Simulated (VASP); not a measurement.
Here is the system:

```
NaI
1.0
    0.00000     3.26380     3.26380
    3.26380     0.00000     3.26380
    3.26380     3.26380     0.00000
Na I
1 1
Direct
  0.00000   0.00000   0.00000
  0.50000   0.50000   0.50000
```

The numbers are results of PBE GGA, VASP's PBE PAW potentials (set 64) (plane waves; VASP), not measurements. Settings: 520 eV cut-off, Gaussian smearing of 0.050 eV, potentials Na_pv I.

Unless said otherwise, spin-orbit coupling is left out, though it shifts the bands of the heavy elements here.

Question: Predict the band gap (along the path) with the smallest direct gap where there is one.

Answer: 
| Item | Result |
|---|---|
| band gap (along the path) | 3.57 eV |
| smallest direct gap (along the path) | 3.57 eV |

The compound is NaI in the rock salt structure. It was relaxed first.
